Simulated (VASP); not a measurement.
Shape and ions are relaxed at each volume.

Here is the system:

```
Be
1.0
    1.13007    -1.95734     0.00000
    1.13007     1.95734     0.00000
    0.00000     0.00000     3.57752
Be
2
Cartesian
  1.13007   0.65245   0.89438
  1.13007  -0.65245   2.68314
```

Level of theory: r2SCAN meta-GGA, VASP's PBE PAW potentials (set 64) (plane waves; VASP). Settings: 520 eV cut-off, 18×18×10 Γ-centred mesh, first-order Methfessel-Paxton smearing of 0.10 eV, potentials Be.

Give the energy at these volumes per atom, relative to the lowest: 7.44, 7.68, 7.92, 8.16, 8.39 Å³.

11.8, 2.8, 0.0, 2.8, 10.5 meV/atom. A third-order Birch-Murnaghan fit gives B0 = 125 GPa and B0′ = 3.3.

The compound is Be in the hcp structure. It was relaxed first.
